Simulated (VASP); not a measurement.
Data:

```yaml
crystal:
  lattice:
    - [4.17193, 2.08229, 2.08229]
    - [2.08229, 4.17193, 2.08229]
    - [2.08229, 2.08229, 4.17193]
  atoms:
    - { symbol: Ni, position: [0.00000, 0.00000, 0.00000], spin: 1.3 }
    - { symbol: Ni, position: [0.50000, 0.50000, 0.50000], spin: -1.3 }
    - { symbol: O, position: [0.25000, 0.25000, 0.25000] }
    - { symbol: O, position: [0.75000, 0.75000, 0.75000] }
```

Calculation: optB88-vdW, VASP's PBE PAW potentials (set 64) (plane waves; VASP). Settings: 520 eV cut-off, 8×8×8 Γ-centred mesh, Gaussian smearing of 0.050 eV, potentials Ni O.

Question: Predict the cell moment, energy per atom (σ→0).

Answer: 
* **cell moment**: 0.00 μB
* **energy per atom (σ→0)**: -3.763 eV/atom

Question: Give the moment on each site (PAW-sphere projection).

Answer: 
```tsv
site	moment (μB)
Ni1	1.31
Ni2	-1.31
O3	0.00
O4	0.00
```

The absolute energy has meaning only against runs of the same code, potentials and settings.

The compound is NiO in the rock salt, AFM-II order structure. It was relaxed first. The start is the result of an earlier pass.
